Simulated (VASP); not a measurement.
Crystal: Be2ZnO3.

```
CELL_PARAMETERS angstrom
-1.46500 4.39500 2.07250
1.46500 -4.39500 2.07250
1.46500 4.39500 -2.07250
ATOMIC_POSITIONS crystal
Be 0.33330 0.00000 0.33330
Be 0.66670 0.00000 0.66670
Zn 0.00000 0.00000 0.00000
O 0.41670 0.25000 0.16670
O 0.08330 0.25000 0.83330
O 0.75000 0.25000 0.50000
```

The cell was built by a generator and needn't be a form met in nature.

* Program: VASP 6.6.1
* Task: relaxation of cell and atoms
* Functional: PBE
* Potentials or basis: VASP PAW PBE potentials, release 64 (Be, Zn, O)
* Cutoff: 520 eV
* k mesh: 6 × 6 × 6
* Occupations: gaussian, width 0.15 eV
* Spin: no spin polarisation

At the start: pressure 6.5 GPa; volume 8.90 Å³/atom.

Q: How do energy, volume and symmetry change on relaxing?

A: Over 7 steps the energy falls by 314.4 meV/atom and the volume is 8.48 Å³/atom (-4.7 %); space group Imm2 (No. 44, to 0.05 Å).

The path:
| step | energy change (eV) | largest force (eV/Å) | pressure (GPa) | volume (Å³) |
| --- | --- | --- | --- | --- |
| 1 | 0.0000 | 5.9071 | 6.48 | 53.38 |
| 2 | -1.5870 | 0.5949 | -15.79 | 56.21 |
| 3 | -1.6131 | 0.7684 | -11.69 | 55.80 |
| 4 | -1.8695 | 0.3703 | 0.46 | 50.92 |
| 5 | -1.8695 | 0.3696 | 0.65 | 50.88 |
| 6 | -1.8852 | 0.0787 | 0.90 | 50.88 |
| 7 | -1.8862 | 0.0721 | 0.25 | 50.88 |

Final structure:
```
CELL_PARAMETERS angstrom
-1.42581 4.33056 2.05997
1.42581 -4.33056 2.05997
1.42581 4.33056 -2.05997
ATOMIC_POSITIONS crystal
Be 0.33098 0.00309 0.32789
Be 0.67520 0.00309 0.67211
Zn 0.00642 0.00642 0.00000
O 0.47003 0.28101 0.18902
O 0.09200 0.28101 0.81098
O 0.67537 0.17537 0.50000
```

Caveat: the k mesh is coarse (spacing up to 0.44 Å⁻¹), so the values aren't converged.
